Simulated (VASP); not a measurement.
Calculation: PBEsol GGA, VASP's PBE PAW potentials (set 64) (plane waves; VASP).

VASP input:

**KPOINTS**
```
Automatic mesh
0
Gamma
14 14 14
0 0 0
```

### INCAR
```
SYSTEM  =  CoC
PREC  =  Accurate; ENCUT  =  520; LREAL  =  .FALSE.
LASPH  =  .TRUE.
EDIFF  =  1E-6; NELM  =  100; ALGO  =  Normal
LMAXMIX  =  4
ISMEAR  =  1; SIGMA  =  0.1
GGA  =  PS
IBRION  =  2; NSW  =  60; ISIF  =  3
EDIFFG  =  -0.01
LWAVE  =  .FALSE.; LCHARG  =  .FALSE.
```

**POSCAR**
```
CoC
1
   -0.0000000000     1.9792773558     1.9792773558
    1.9792773558    -0.0000000000     1.9792773558
    1.9792773558     1.9792773558    -0.0000000000
Co C
1 1
Direct
  0.0000000000   0.0000000000   0.0000000000
  0.5000000000   0.5000000000   0.5000000000
```

POTCAR, in this order: Co C (PBE.64 set). Program: vasp_std.

Output of the run:

File OSZICAR:
```
       N       E                     dE             d eps       ncg     rms          rms(c)
DAV:   1     0.475388424180E+02    0.47539E+02   -0.61073E+03  2146   0.150E+03
DAV:   2    -0.164337202151E+02   -0.63973E+02   -0.59888E+02  2168   0.242E+02
DAV:   3    -0.198615769252E+02   -0.34279E+01   -0.32799E+01  2276   0.635E+01
DAV:   4    -0.199381954441E+02   -0.76619E-01   -0.76036E-01  2418   0.975E+00
DAV:   5    -0.199401095884E+02   -0.19141E-02   -0.19138E-02  2366   0.161E+00    0.240E+01
DAV:   6    -0.242906454409E+02   -0.43505E+01   -0.12317E+02  2338   0.186E+02    0.252E+01
DAV:   7    -0.159611905330E+02    0.83295E+01   -0.46546E+01  2600   0.126E+02    0.385E+00
DAV:   8    -0.159911376706E+02   -0.29947E-01   -0.86541E-01  2226   0.100E+01    0.203E+00
DAV:   9    -0.159770606260E+02    0.14077E-01   -0.32778E-02  2896   0.290E+00    0.324E-01
DAV:  10    -0.159765396939E+02    0.52093E-03   -0.14580E-03  2494   0.697E-01    0.108E-01
DAV:  11    -0.159764812928E+02    0.58401E-04   -0.63666E-04  3152   0.356E-01    0.638E-02
DAV:  12    -0.159764773423E+02    0.39506E-05   -0.19291E-05  2540   0.643E-02    0.122E-02
DAV:  13    -0.159764748190E+02    0.25233E-05   -0.10972E-05  2582   0.260E-02    0.324E-03
DAV:  14    -0.159764748129E+02    0.60404E-08   -0.19267E-07  1150   0.542E-03
   1 F= -.15976475E+02 E0= -.15976438E+02  d E =-.159765E+02
```

**OUTCAR**
```
------------------------ aborting loop because EDIFF is reached ----------------------------------------
  FORCE on cell =-STRESS in cart. coord.  units (eV):
  Direction    XX          YY          ZZ          XY          YZ          ZX
  --------------------------------------------------------------------------------------
  Total        0.0124462      0.0124462      0.0124462      0.0000000      0.0000000      0.0000000
  in kB        1.2858667      1.2858667      1.2858667      0.0000000      0.0000000      0.0000000
  external PRESSURE =       1.2858667 kB  Pullay stress =       0.0000000 kB
  volume of cell :       15.51
      direct lattice vectors                 reciprocal lattice vectors
     0.000000000  1.979277356  1.979277356    -0.252617451  0.252617451  0.252617451
     1.979277356  0.000000000  1.979277356     0.252617451 -0.252617451  0.252617451
     1.979277356  1.979277356  0.000000000     0.252617451  0.252617451 -0.252617451
 POSITION                                       TOTAL-FORCE (eV/Angst)
 -----------------------------------------------------------------------------------
      0.00000      0.00000      0.00000         0.000000     -0.000000      0.000000
      1.97928      1.97928      1.97928         0.000000      0.000000      0.000000
 -----------------------------------------------------------------------------------
    total drift:                                0.000000     -0.000000     -0.000000
  FREE ENERGIE OF THE ION-ELECTRON SYSTEM (eV)
  ---------------------------------------------------
  free  energy   TOTEN  =       -15.9764748129 eV

  energy  without entropy=      -15.9763648994  energy(sigma->0) =      -15.97643818

 reached required accuracy - stopping structural energy minimisation
```
(Selected blocks of OUTCAR.)

The structure was generated: CoC was put into the rock salt type (Fm-3m), which need not be its known phase. It was relaxed first, which changed the volume by -25 %. The start is the result of an earlier pass. The run is not spin-polarised, so no magnetic state was tried. The electron count is odd and the run is not spin-polarised, which forces a metal.
